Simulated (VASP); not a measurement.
Given:

```yaml
crystal:
  lattice:
    - [0.00000, 3.45038, 3.45038]
    - [3.45038, 0.00000, 3.45038]
    - [3.45038, 3.45038, 0.00000]
  atoms:
    - { symbol: Mg, position: [0.75000, 0.75000, 0.75000] }
    - { symbol: Cu, position: [0.87350, 0.37550, 0.37550] }
    - { symbol: Cu, position: [0.37550, 0.37550, 0.87350] }
    - { symbol: Cu, position: [0.37550, 0.87350, 0.37550] }
    - { symbol: Cu, position: [0.37550, 0.37550, 0.37550] }
    - { symbol: Sn, position: [0.00000, 0.00000, 0.00000] }
```

Computed with PBEsol GGA, VASP's PBE PAW potentials (set 64) (plane waves; VASP). Settings: 300 eV cut-off, 9×9×9 Γ-centred mesh, Fermi-Dirac smearing of 0.10 eV, potentials Mg Cu Sn_d.

Task: Give the energies of bands 21 to 34 at the high-symmetry points, in eV from the Fermi level.

Result: 
| band | Γ | X | U | L | W |
|---|---|---|---|---|---|
| 21 | -2.36 | -3.11 | -2.88 | -3.05 | -2.97 |
| 22 | -2.36 | -2.94 | -2.79 | -2.52 | -2.74 |
| 23 | -2.36 | -2.94 | -2.76 | -2.40 | -2.72 |
| 24 | -1.57 | -2.39 | -2.48 | -2.40 | -2.54 |
| 25 | -1.57 | -2.39 | -2.46 | -2.34 | -2.53 |
| 26 | -1.57 | -2.37 | -2.33 | -2.34 | -2.15 |
| 27 | -1.29 | -2.36 | -2.16 | -1.57 | -2.13 |
| 28 | -1.03 | -2.00 | -2.04 | -0.86 | -2.08 |
| 29 | -1.03 | -0.98 | -1.34 | -0.86 | -1.87 |
| 30 | -1.03 | -0.98 | -0.93 | -0.86 | 0.60 |
| 31 | 0.92 | -0.84 | 1.37 | 0.91 | 1.47 |
| 32 | 2.13 | 6.25 | 3.66 | 1.41 | 1.92 |
| 33 | 2.13 | 6.29 | 4.04 | 1.41 | 3.08 |
| 34 | 2.13 | 6.29 | 4.82 | 5.53 | 6.40 |

It has no gap at this level: it comes out as a metal or semimetal.

The structure comes from a computed database's MgCu4Sn entry; how it stands against other phases isn't given here. The cell was not relaxed at this level.
